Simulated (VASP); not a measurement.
HfAs (relaxed from the zinc blende structure, space group F-43m): computed properties

Level of theory: PBE GGA, VASP's PBE PAW potentials (set 64) (plane waves; VASP).

| Property | Value |
|---|---|
| space group | F-43m (216) |
| cell | a = b = c = 6.006 Å, α = β = γ = 90.00° |
| volume per atom | 27.08 Å^3/atom |
| band gap (over mesh and band path) | none (metal, semimetal or under 0.01 eV) |
| density | 7.77 g/cm³ |

```
HfAs
1.0
    0.00000     3.00278     3.00278
    3.00278     0.00000     3.00278
    3.00278     3.00278     0.00000
Hf As
1 1
Direct
  0.00000   0.00000   0.00000
  0.25000   0.25000   0.25000
```

Unless said otherwise, spin-orbit coupling is left out, though it shifts the bands of the heavy elements here.

The structure was generated: HfAs was put into the zinc blende type (F-43m), which need not be its known phase. It was relaxed first, which changed the volume by -31 %. Symmetry was kept, so distortions that lower it aren't found. The electron count is odd and the run is not spin-polarised, which forces a metal.
